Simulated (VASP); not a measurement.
Given:

```xyz
2
Lattice="0.0000 3.4217 3.4217 3.4217 0.0000 3.4217 3.4217 3.4217 0.0000" Properties=species:S:1:pos:R:3 pbc="T T T"
Sr     0.0000     0.0000     0.0000
Te     3.4217     3.4217     3.4217
```

These are r2SCAN meta-GGA, VASP's PBE PAW potentials (set 64) (plane waves; VASP) values and carry that method's errors. Settings: 520 eV cut-off, 7×7×7 Γ-centred mesh, Gaussian smearing of 0.050 eV, potentials Sr_sv Te.

Q: Predict the energy per atom (σ→0), pressure.

A: 
```
Property                         Value
---------------------  ---------------
energy per atom (σ→0)  -22.285 eV/atom
pressure                     -1.80 GPa
```

The compound is SrTe in the rock salt structure. This cell is one point of a volume scan, at 1.06 of the reference volume.
